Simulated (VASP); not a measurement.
Ga2Ge2Se3:

```
CELL_PARAMETERS angstrom
2.88077 1.66322 4.88481
-2.88077 1.66322 4.88481
0.00000 -3.32643 4.88481
ATOMIC_POSITIONS crystal
Ga 0.28090 0.28090 0.28090
Ga 0.71910 0.71910 0.71910
Ge 0.50000 0.50000 0.50000
Ge 0.00000 0.00000 0.00000
Se 0.00000 0.00000 0.50000
Se 0.50000 0.00000 0.00000
Se 0.00000 0.50000 0.00000
```

The cell was built by a generator and needn't be a form met in nature.

| Item | Value |
| --- | --- |
| Program | VASP 6.6.1 |
| Task | relaxation of cell and atoms |
| Functional | PBE |
| Potentials or basis | VASP PAW PBE potentials, release 64 (Ga_d, Ge_d, Se) |
| Cutoff | 520 eV |
| k mesh | 3 × 3 × 3 |
| Occupations | gaussian, width 0.15 eV |
| Spin | no spin polarisation |

At the start: pressure 16.6 GPa; volume 20.06 Å³/atom.

**Question.** Where does the relaxation end?

**Answer.** Over 12 steps the energy falls by 370.0 meV/atom and the volume is 22.13 Å³/atom (+10.3 %); space group R-3m (No. 166, to 0.05 Å).

Step by step:
| step | energy change (eV) | largest force (eV/Å) | pressure (GPa) | volume (Å³) |
| --- | --- | --- | --- | --- |
| 1 | 0.0000 | 4.8650 | 16.56 | 140.43 |
| 2 | -1.8801 | 0.2021 | -4.74 | 186.92 |
| 3 | -2.0958 | 0.9933 | -1.42 | 172.53 |
| 4 | -2.2236 | 0.8732 | -1.27 | 168.47 |
| 5 | -2.4975 | 0.6578 | 0.03 | 156.65 |
| 6 | -1.8858 | 1.0780 | 8.97 | 134.61 |
| 7 | -2.5135 | 0.6590 | 1.36 | 152.85 |
| 8 | -2.5202 | 0.4601 | 1.98 | 149.63 |
| 9 | -2.5856 | 0.1430 | 0.77 | 152.60 |
| 10 | -2.5857 | 0.0384 | 0.45 | 152.46 |
| 11 | -2.5857 | 0.1297 | 0.74 | 152.52 |
| 12 | -2.5900 | 0.0087 | -0.24 | 154.94 |

Final structure:
```xyz
7
Lattice="2.9899 1.7262 5.0035 -2.9899 1.7262 5.0035 0.0000 -3.4524 5.0035" Properties=species:S:1:pos:R:3 pbc="T T T"
Ga    0.0000    0.0000    4.7280
Ga    0.0000    0.0000   10.2826
Ge    0.0000    0.0000    7.5053
Ge    0.0000    0.0000    0.0000
Se    0.0000   -1.7262    2.5018
Se    1.4949    0.8631    2.5018
Se   -1.4949    0.8631    2.5018
```

Caveat: the k mesh is coarse (spacing up to 0.44 Å⁻¹), so the values aren't converged.
